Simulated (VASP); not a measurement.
All values below come from LDA (Ceperley-Alder, Perdew-Zunger), VASP's LDA PAW potentials (set 64) (plane waves; VASP).

The input files of a VASP run:

### POSCAR
```
Ca(GaAs)2
1
    1.9946750000     1.1516260000     8.3312730000
   -1.9946750000     1.1516260000     8.3312730000
    0.0000000000    -2.3032520000     8.3312730000
Ca Ga As
1 2 2
Direct
  0.0000000000   0.0000000000   0.0000000000
  0.4513130000   0.4513130000   0.4513130000
  0.5486870000   0.5486870000   0.5486870000
  0.2562800000   0.2562800000   0.2562800000
  0.7437200000   0.7437200000   0.7437200000
```

File KPOINTS:
```
kpoints
0
G
5 5 5
0 0 0
```

**INCAR**
```
ALGO=Normal
EDIFF=1E-6
ENCUT=300
ISIF=2
ISMEAR=-1
LASPH=.True.
LCHARG=.False.
LMAXMIX=4
LREAL=.False.
LWAVE=.False.
NELM=100
PREC=Accurate
SIGMA=0.1
SYSTEM=Ca(GaAs)2
```

POTCAR, in this order: Ca_sv Ga_d As (LDA.64 set). Program: vasp_std.

Output

OSZICAR:
```
       N       E                     dE             d eps       ncg     rms          rms(c)
DAV:   1     0.294560526863E+03    0.29456E+03   -0.16402E+04  1032   0.162E+03
DAV:   2     0.670083143007E+01   -0.28786E+03   -0.28193E+03  1145   0.401E+02
DAV:   3    -0.225366990523E+02   -0.29238E+02   -0.28465E+02  1247   0.119E+02
DAV:   4    -0.239766207795E+02   -0.14399E+01   -0.14294E+01  1788   0.238E+01
DAV:   5    -0.240067265700E+02   -0.30106E-01   -0.30045E-01  1401   0.279E+00    0.537E+00
DAV:   6    -0.234976886090E+02    0.50904E+00   -0.12795E+00  1465   0.111E+01    0.312E+00
DAV:   7    -0.234310184906E+02    0.66670E-01   -0.42063E-01  1140   0.282E+00    0.108E+00
DAV:   8    -0.234233638502E+02    0.76546E-02   -0.39921E-02  1465   0.177E+00    0.237E-01
DAV:   9    -0.234229822715E+02    0.38158E-03   -0.48441E-03  1668   0.607E-01    0.825E-02
DAV:  10    -0.234229967452E+02   -0.14474E-04   -0.40382E-04  1350   0.129E-01    0.435E-02
DAV:  11    -0.234230175278E+02   -0.20783E-04   -0.93335E-05  1579   0.468E-02    0.119E-02
DAV:  12    -0.234230172178E+02    0.30998E-06   -0.93459E-06  1302   0.227E-02
   1 F= -.23423017E+02 E0= -.23421306E+02  d E =-.342279E-02
```

**OUTCAR**
```
------------------------ aborting loop because EDIFF is reached ----------------------------------------
  FORCE on cell =-STRESS in cart. coord.  units (eV):
  Direction    XX          YY          ZZ          XY          YZ          ZX
  --------------------------------------------------------------------------------------
  Total       -1.7682579     -1.7682574     -2.3547626      0.0000000     -0.0000000      0.0000000
  in kB      -24.6723187    -24.6723124    -32.8557585      0.0000000     -0.0000000      0.0000000
  external PRESSURE =     -27.4001299 kB  Pullay stress =       0.0000000 kB
  volume of cell :      114.83
      direct lattice vectors                 reciprocal lattice vectors
     1.994675000  1.151626000  8.331273000     0.250667402  0.144722911  0.040009892
    -1.994675000  1.151626000  8.331273000    -0.250667402  0.144722911  0.040009892
     0.000000000 -2.303252000  8.331273000     0.000000000 -0.289445821  0.040009892
 POSITION                                       TOTAL-FORCE (eV/Angst)
 -----------------------------------------------------------------------------------
      0.00000      0.00000      0.00000         0.000000      0.000000     -0.000000
      0.00000      0.00000     11.28004         0.000000      0.000000     -0.078517
      0.00000      0.00000     13.71378         0.000000     -0.000000      0.078517
      0.00000      0.00000      6.40542         0.000000      0.000000      0.044587
      0.00000      0.00000     18.58840         0.000000     -0.000000     -0.044587
 -----------------------------------------------------------------------------------
    total drift:                               -0.000000      0.000000     -0.000000
  FREE ENERGIE OF THE ION-ELECTRON SYSTEM (eV)
  ---------------------------------------------------
  free  energy   TOTEN  =       -23.4230172178 eV

  energy  without entropy=      -23.4195944295  energy(sigma->0) =      -23.42130582
```
(Selected blocks of OUTCAR.)

At this cut-off the stress carries a Pulay error, which pulls relaxed volumes low.

The structure comes from a computed database's CaGa2As2 entry; how it stands against other phases isn't given here. The cell was not relaxed at this level.
